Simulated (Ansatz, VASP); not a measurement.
**AlGa7N8 (alloy, x = 0.875, one random ordering in a cell of 16 atoms (invented)): VASP beside Ansatz**

One calculation is typed for both programs; each brings its own data sets. How far apart do they land? The cell is generated by rule, not measured, and may not be a known phase. The cell is taken from a series of runs on this material, whose earlier steps may have relaxed, scaled, displaced or heated it; both programs get it as it stands.

Program: Ansatz 0.2.0. Level of theory: plane waves, with VASP 6.6.1 beside it; relaxation of cell and atoms at r2SCAN. Results are calculated unless marked as measured.

## (1) The structure

Symmetry: F-43m, No. 216, cubic system. Conventional cell: a = 8.964 Å, b = 8.964 Å, c = 8.964 Å, α = 90.00°, β = 90.00°, γ = 90.00°. Ga has 4 N at 1.94 Å nearest. Nearest to Ga lie 4 N at 1.94 to 1.95 Å. Nearest to Al lie 4 N at 1.90 Å. Nearest to N lie 4 Ga at 1.94 Å. Nearest to N lie 1 Al at 1.90 Å and 3 Ga at 1.95 Å. Farther neighbours and most contacts between anions are not listed.

As a file:

```cif
data_structure
_symmetry_space_group_name_H-M 'P 1'
_symmetry_Int_Tables_number 1
_cell_length_a 6.3384
_cell_length_b 6.3384
_cell_length_c 6.3384
_cell_angle_alpha 60.000
_cell_angle_beta 60.000
_cell_angle_gamma 60.000
_cell_volume 180.06
loop_
_atom_site_label
_atom_site_type_symbol
_atom_site_fract_x
_atom_site_fract_y
_atom_site_fract_z
_atom_site_occupancy
Ga1 Ga 0.00000 0.00000 0.00000 1
Ga2 Ga 0.00026 0.49974 0.00026 1
Ga3 Ga 0.49974 0.49974 0.00026 1
Ga4 Ga 0.49974 0.00026 0.00026 1
Ga5 Ga 0.00026 0.49974 0.49974 1
Ga6 Ga 0.00026 0.00026 0.49974 1
Ga7 Ga 0.49974 0.00026 0.49974 1
Al8 Al 0.50000 0.50000 0.50000 1
N9 N 0.87503 0.37490 0.87503 1
N10 N 0.87503 0.87503 0.87503 1
N11 N 0.37490 0.87503 0.87503 1
N12 N 0.37763 0.37763 0.86712 1
N13 N 0.87503 0.87503 0.37490 1
N14 N 0.86712 0.37763 0.37763 1
N15 N 0.37763 0.37763 0.37763 1
N16 N 0.37763 0.86712 0.37763 1
```

## (2) Ansatz: relaxation of cell and atoms, r2SCAN, pair 1

Ansatz runs on its PAW soft_1 files.

The relaxed volume is the usual yardstick between codes: in a stiff, nearly cubic crystal its relative difference is about their pressure difference at one cell divided by the bulk modulus.

The input, input.yaml:

```yaml
crystal:
  lattice:
    - [0.0, 4.4819248777, 4.4819248777]
    - [4.4819248777, 0.0, 4.4819248777]
    - [4.4819248777, 4.4819248777, 0.0]
  atoms:
    - { symbol: Ga, position: [0.0, 0.0, 0.0] }
    - { symbol: Ga, position: [0.00026403, 0.49973597, 0.00026403] }
    - { symbol: Ga, position: [0.49973597, 0.49973597, 0.00026403] }
    - { symbol: Ga, position: [0.49973597, 0.00026403, 0.00026403] }
    - { symbol: Ga, position: [0.00026403, 0.49973597, 0.49973597] }
    - { symbol: Ga, position: [0.00026403, 0.00026403, 0.49973597] }
    - { symbol: Ga, position: [0.49973597, 0.00026403, 0.49973597] }
    - { symbol: Al, position: [0.5, 0.5, 0.5] }
    - { symbol: "N", position: [0.8750328625, 0.3749014126, 0.8750328625] }
    - { symbol: "N", position: [0.8750328625, 0.8750328625, 0.8750328625] }
    - { symbol: "N", position: [0.3749014126, 0.8750328625, 0.8750328625] }
    - { symbol: "N", position: [0.3776266121, 0.3776266121, 0.8671201638] }
    - { symbol: "N", position: [0.8750328625, 0.8750328625, 0.3749014126] }
    - { symbol: "N", position: [0.8671201638, 0.3776266121, 0.3776266121] }
    - { symbol: "N", position: [0.3776266121, 0.3776266121, 0.3776266121] }
    - { symbol: "N", position: [0.3776266121, 0.8671201638, 0.3776266121] }
kpoints:
  mp_grid: { grid: [6, 6, 6] }
hamiltonian:
  xc: r2scan
  pseudopotentials: { kind: paw, azcp: { folder: soft_1 } }
scf:
  occupations: { method: fixed }
output:
  forces: true
  stress: true
  eigenvalues: true
basis:
  ecutwfc: 600.0
relax:
  adjacent_minimum: "off"
  f_tol: 0.001
  max_steps: 60
  cell: { stress_tol: 0.01 }
```

On the command line:

```sh
> ansatz run input.yaml --threads 4 --pin off --max-ram 10240MiB --backend cpu --events-out ev --progress --plain --runs-dir out
```

Numbers of over 12 decimals in the logs are rounded to 6 here.

The log of the run:

```text
Engine: ansatz 0.2.0, x86_64-unknown-linux-gnu
Pseudopotentials: kind: paw
Pseudopotential: Ga, paw, valence charge 13, recommended cutoff 500 eV (meta_gga), soft_1/Ga.paw.azcp
Pseudopotential: Al, paw, valence charge 3, recommended cutoff 500 eV (meta_gga), soft_1/Al.paw.azcp
Pseudopotential: N, paw, valence charge 5, recommended cutoff 500 eV (meta_gga), soft_1/N.paw.azcp
Functional definition: r2SCAN
  parameter k0 = 0.174
  parameter k1 = 0.065
  parameter a1 = 4.9479
  exchange = r2scan_x(k0 = k0, k1 = k1, a1 = a1)
  correlation = r2scan_c
Crystal: 16 atoms, lattice volume = 180.063 Å³
Basis set: ecut = 600 eV, 5985 PW (Γ), exchange–correlation on 216×216×216 points (64 copies of the dense FFT grid, shifted against one another)
Bands: 83, of which v1, the nominal top of the filled ones, is band 67 counted from 1 (66 counted from 0)
Symmetry: 24 space group operations
Space group: F-43m (ITA 216), of the structure as read, at distance tolerance 5.6e-5 Å
k-points: 16 of 216 (time reversal used)
Non-local potential: Ga, projectors of the file, l = 0: 2, l = 1: 2, l = 2: 3, l = 3: 1
Non-local potential: Al, projectors of the file, l = 0: 2, l = 1: 2, l = 2: 1
Non-local potential: N, projectors of the file, l = 0: 2, l = 1: 2, l = 2: 1
PAW form: soft (Blöchl's): semilocal exchange-correlation on the pseudo side does not see the compensation charge
PAW frozen core: Ga, regenerated for the run's functional (the file was generated under x = pbe(κ = 0.804, μ = 0.219515), c = pbe(β = 0.066725))
PAW frozen core: Al, regenerated for the run's functional (the file was generated under x = pbe(κ = 0.804, μ = 0.219515), c = pbe(β = 0.066725))
PAW frozen core: N, regenerated for the run's functional (the file was generated under x = pbe(κ = 0.804, μ = 0.219515), c = pbe(β = 0.066725))
PAW one-centre angular grid: Ga, 590 points (default); XC on 160 Gauss nodes
PAW one-centre angular grid: Al, 302 points (default); XC on 160 Gauss nodes
PAW one-centre angular grid: N, 302 points (default); XC on 160 Gauss nodes
Initial density: superposition of atomic densities (chi_scale 0.1, normalization cell, long waves kept (reshape's long-wave potential 0.06 eV rms))
Initial wavefunctions: pseudopotential atomic-orbital guess
Functional: x = r2scan, c = r2scan; τ floored in thin density (d = 2e-4 eV/Å³)
SCF iter   1: F=—  HF=-30167.313701 eV  |F-HF|=—  |Δ(HF+E_count)|=         —  Δρ=1.19e-1  dr2=2.13e1  dr2_τ=2.45e0  ethr=3.10e-3  ⟨swp⟩=4.5  Hψ=3965  notcnv=0  defer=186
preconditioner: auto → Resta (q_TF=auto, 2.597 Å⁻¹)  ε∞=4.2  [insulator: Δε(μ)=3.052 eV  Ē_g=17.815 eV  n_scr=58 (ndim 8)  ℏωp=32.0 eV  f_vac=0.000  ε∞_Penn≈4.2]
SCF iter   2: F=—  HF=-30162.753172 eV  |F-HF|=—  |Δ(HF+E_count)|=    4.56e0  Δρ=5.21e-2  dr2=2.79e0  dr2_τ=3.27e-1  ethr=3.10e-3  ⟨swp⟩=2.9  Hψ=2749  notcnv=0  defer=208
SCF iter   3: F=—  HF=-30163.078370 eV  |F-HF|=—  |Δ(HF+E_count)|=   3.25e-1  Δρ=1.86e-2  dr2=4.75e-1  dr2_τ=3.20e-2  ethr=2.08e-3  ⟨swp⟩=2.0  Hψ=1230  notcnv=0  defer=208
SCF iter   4: F=—  HF=-30163.062380 eV  |F-HF|=—  |Δ(HF+E_count)|=   1.60e-2  Δρ=3.67e-3  dr2=1.49e-2  dr2_τ=1.12e-3  ethr=3.54e-4  ⟨swp⟩=2.1  Hψ=1691  notcnv=0  defer=212
SCF iter   5: F=—  HF=-30163.076308 eV  |F-HF|=—  |Δ(HF+E_count)|=   1.39e-2  Δρ=2.31e-3  dr2=6.17e-3  dr2_τ=2.57e-4  ethr=1.11e-5  ⟨swp⟩=2.2  Hψ=2290  notcnv=0  defer=219
SCF iter   6: F=—  HF=-30163.070471 eV  |F-HF|=—  |Δ(HF+E_count)|=   5.84e-3  Δρ=4.60e-4  dr2=4.59e-4  dr2_τ=2.16e-5  ethr=4.61e-6  ⟨swp⟩=2.0  Hψ=2284  notcnv=0  defer=218
SCF iter   7: F=—  HF=-30163.070510 eV  |F-HF|=—  |Δ(HF+E_count)|=   3.89e-5  Δρ=1.40e-4  dr2=3.65e-5  dr2_τ=2.75e-6  ethr=3.43e-7  ⟨swp⟩=2.0  Hψ=2234  notcnv=0  defer=216
SCF iter   8: F=—  HF=-30163.070470 eV  |F-HF|=—  |Δ(HF+E_count)|=   4.01e-5  Δρ=5.59e-5  dr2=5.33e-6  dr2_τ=6.65e-7  ethr=2.72e-8  ⟨swp⟩=2.0  Hψ=2325  notcnv=0  defer=146
SCF iter   9: F=—  HF=-30163.070469 eV  |F-HF|=—  |Δ(HF+E_count)|=   8.84e-7  Δρ=1.66e-5  dr2=5.29e-7  dr2_τ=5.34e-8  ethr=3.98e-9  ⟨swp⟩=2.0  Hψ=2254  notcnv=0  defer=146
SCF iter  10: F=-30163.070469 eV  HF=-30163.070469 eV  |F-HF|=2.66e-8  |Δ(HF+E_count)|=   1.18e-8  Δρ=6.25e-6  dr2=6.74e-8  dr2_τ=1.46e-9  ethr=7.46e-11  ⟨swp⟩=12.9  Hψ=6896  notcnv=0
SCF 1 converged in 10 iterations: F = -30163.070469 eV  dr2 = 6.74e-8
  greatest PAW one-centre occupation: 0.994 electrons in one spin orbital (limit 2), on the Ga atom at site 6 (counted from 0), in its partial waves of l = 2
relax step   1: F+E_penalty+E_count = -30163.07046921 eV  Δ(F+E_penalty+E_count) = +0.000e0 eV  max|allowed force component| = 1.533e-4 eV/Å  Δτ_max = 0.0000 Å  P = -0.005 GPa  Ω = 180.063 Å³  (10 SCF iters, dr2 threshold 1.00e-7 eV, accepted)
Initial density: handed on by an earlier stage of this run
Initial wavefunctions: pseudopotential atomic-orbital guess (no wavefunctions were taken with the density)
[...]
SCF iter   2: F=—  HF=-30163.070469 eV  |F-HF|=—  |Δ(HF+E_count)|=   4.77e-5  Δρ=2.93e-6  dr2=1.21e-8  dr2_τ=1.01e-9  ethr=5.01e-11  ⟨swp⟩=2.0  Hψ=2220  notcnv=0  defer=201
SCF iter   3: F=—  HF=-30163.070469 eV  |F-HF|=—  |Δ(HF+E_count)|=   5.29e-9  Δρ=1.49e-6  dr2=3.02e-9  dr2_τ=1.16e-10  ethr=9.04e-12  ⟨swp⟩=2.8  Hψ=2319  notcnv=0  defer=201
SCF iter   4: F=—  HF=-30163.070469 eV  |F-HF|=—  |Δ(HF+E_count)|=   1.13e-9  Δρ=3.71e-7  dr2=2.14e-10  dr2_τ=1.93e-11  ethr=2.26e-12  ⟨swp⟩=2.0  Hψ=2179  notcnv=0  defer=201
SCF iter   5: F=—  HF=-30163.070469 eV  |F-HF|=—  |Δ(HF+E_count)|=  1.20e-10  Δρ=1.12e-7  dr2=1.84e-11  dr2_τ=7.28e-13  ethr=1.00e-12  ⟨swp⟩=2.0  Hψ=1743  notcnv=0  defer=201
SCF iter   6: F=-30163.070469 eV  HF=-30163.070469 eV  |F-HF|=0.00e0  |Δ(HF+E_count)|=  1.46e-11  Δρ=5.77e-8  dr2=6.16e-12  dr2_τ=9.15e-13  ethr=1.00e-12  ⟨swp⟩=14.1  Hψ=7491  notcnv=0
SCF 2 converged in 6 iterations: F = -30163.070469 eV  dr2 = 6.16e-12
  greatest PAW one-centre occupation: 0.994 electrons in one spin orbital (limit 2), on the Ga atom at site 5 (counted from 0), in its partial waves of l = 2
relax step   2: F+E_penalty+E_count = -30163.07046924 eV  Δ(F+E_penalty+E_count) = -2.796e-8 eV  max|allowed force component| = 1.474e-4 eV/Å  Δτ_max = 0.0000 Å  P = -0.005 GPa  Ω = 180.063 Å³  stress off target by 4.73e-3 GPa  SCF on the basis re-selected at this cell (its energy is not comparable with the rows above)  (6 SCF iters)
basis re-selected at this cell: Δ(F+E_penalty+E_count) = -2.796e-8 eV, ΔP = +0.000 GPa vs the last step (what re-selecting the basis moved, of the pressure what is left beyond the Pulay correction that the steps carried, after the strain that the cell walked since its last selection, with what the two solves' SCF thresholds leave and, on support functions, any second-order correction that the steps lacked; it is no m [...]
SCF converged after 6 iterations
Free energy (F): -30163.070469 eV
Harris-Foulkes:  -30163.070469 eV  (|F-HF|=0.00e0)
Internal energy: -30163.070469 eV  (E = F + TS)
E sigma→0 (E₀):  -30163.070469 eV
Fermi energy:    9.145130 eV
--- Per-component energies (eV) ---
  E_band       = -108.479411
  E_kinetic    = 1840.778681
  E_local      = -10704.539056  (includes V_loc(G=0)·N_el)
  E_nonlocal   = -326.599188
  E_hartree    = 6656.095654
  E_xc         = -907.265381
  E_vxc        = -1098.088014  (∫ρ·V_xc dr)
  E_paw        = -15596.157968  (= ΣΔE_a)
  E_vpaw       = -3191.994211  (= ΣTr[D̂ρ^β])
  E_aug_tail   = 0.000029  (compensation charges beyond the density's cutoff)
  E_vtau       = 59.771157  (kinetic-family band-sum trace: ∫τ·v_τ [+ j·A + Jᵃ·Aᵃ] dr)
  E_ewald      = -11120.515157
  E_core_change = -4.868084  (= ΣΔE_core)
  E_smearing   = -0.000000  (= −TS)
  E_closure    = -0.000000  (closes the sum)
  Σ components = -30163.070469   (vs F -30163.070469, Δ=0.00e0)
--- Forces (eV/Å), atoms counted from 1 ---
  atom   1  Ga     0.00000000    -0.00000000     0.00000000
  atom   2  Ga     0.00000000    -0.00014737    -0.00000000
  atom   3  Ga     0.00000000    -0.00000000     0.00014737
  atom   4  Ga    -0.00014737    -0.00000000     0.00000000
  atom   5  Ga     0.00014737    -0.00000000     0.00000000
  atom   6  Ga     0.00000000    -0.00000000    -0.00014737
  atom   7  Ga     0.00000000     0.00014737     0.00000000
  atom   8  Al    -0.00000000     0.00000000     0.00000000
  atom   9  N      0.00009264    -0.00009264     0.00009264
  atom  10  N     -0.00009264    -0.00009264    -0.00009264
  atom  11  N     -0.00009264     0.00009264     0.00009264
  atom  12  N     -0.00008852    -0.00008852     0.00008852
  atom  13  N      0.00009264     0.00009264    -0.00009264
  atom  14  N      0.00008852    -0.00008852    -0.00008852
  atom  15  N      0.00008852     0.00008852     0.00008852
  atom  16  N     -0.00008852     0.00008852    -0.00008852
  max |Σ_I F_I| component: 3.59e-16 eV/Å
--- Stress (GPa, compression-positive) ---
       -0.004731      -0.000000      -0.000000
       -0.000000      -0.004731       0.000000
       -0.000000       0.000000      -0.004731
  P = ⅓ Tr σ = -0.0047 GPa (-0.047 kbar)
--- Band table (eV; the first three rows and the last of 16) ---
  k-point 0: bands = [... 63 lower, 8.2668, 9.1451, 9.1451, 9.1451, 11.5982, 12.9526, 12.9526, 12.9526, ... 12 higher]
  k-point 1: bands = [... 63 lower, 8.2649, 8.3742, 9.0749, 9.0749, 12.2121, 13.3135, 13.3215, 13.3215, ... 12 higher]
  k-point 2: bands = [... 63 lower, 8.3931, 8.3931, 8.8928, 8.8928, 13.1995, 14.1592, 14.1592, 14.1630, ... 12 higher]
  k-point 15: bands = [... 63 lower, 7.8639, 7.9790, 8.2129, 8.2908, 14.7510, 14.7578, 15.5459, 15.6907, ... 12 higher]
--- Relaxed structure (1 steps of the walk, 1 accepted, 1 SCFs on fresh bases) ---
  F+E_penalty+E_count = -30163.07046924 eV   max|allowed force component| = 1.474e-4 eV/Å   (the final SCF, on the basis selected at the relaxed cell)
  cell:  # Å, volume = 180.0627 Å³
    - [0.0, 4.4819248777, 4.4819248777]
    - [4.4819248777, 0.0, 4.4819248777]
    - [4.4819248777, 4.4819248777, 0.0]
  atoms:
    - { symbol: Ga, position: [-3.829435954536692e-18, -3.829435954536692e-18, -3.829435954536692e-18] }
    - { symbol: Ga, position: [0.00026403, 0.499736, 0.00026403] }
    - { symbol: Ga, position: [0.49973597, 0.49973597, 0.00026403] }
    - { symbol: Ga, position: [0.499736, 0.00026403, 0.00026403] }
    - { symbol: Ga, position: [0.00026403, 0.49973597, 0.499736] }
    - { symbol: Ga, position: [0.00026403, 0.00026403, 0.499736] }
    - { symbol: Ga, position: [0.49973597, 0.00026403, 0.499736] }
    - { symbol: Al, position: [0.500000, 0.500000, 0.500000] }
    - { symbol: N, position: [0.875032862475, 0.374901, 0.875033] }
    - { symbol: N, position: [0.875032862475, 0.875032862475, 0.875032862475] }
    - { symbol: N, position: [0.374901, 0.875032862475, 0.875033] }
    - { symbol: N, position: [0.377626612075, 0.377626612075, 0.867120] }
    - { symbol: N, position: [0.875032862475, 0.875032862475, 0.374901] }
    - { symbol: N, position: [0.867120, 0.377626612075, 0.377627] }
    - { symbol: N, position: [0.377626612075, 0.377626612075, 0.377626612075] }
    - { symbol: N, position: [0.377626612075, 0.867120, 0.377627] }
```

Reading the cycles: dr2 is the Hartree energy of the density residual (eV), the measure of convergence; HF is the Harris–Foulkes estimate of the energy, which meets the free energy F at convergence.

(Part 1 of 3 ends here.)

[Lines on the potential files, build, host, timing and source positions are cut from VASP's logs without a mark.]

[Logs are printed without paths, hosts, clocks, repeated set-up lines and the standing remarks that a program may print on its own settings, such as how far it seeks lower states.]

[Hosts, paths, dates, database ids (printed as entryN), source tags and the programs' standing remarks are cut or masked in the printed files.]
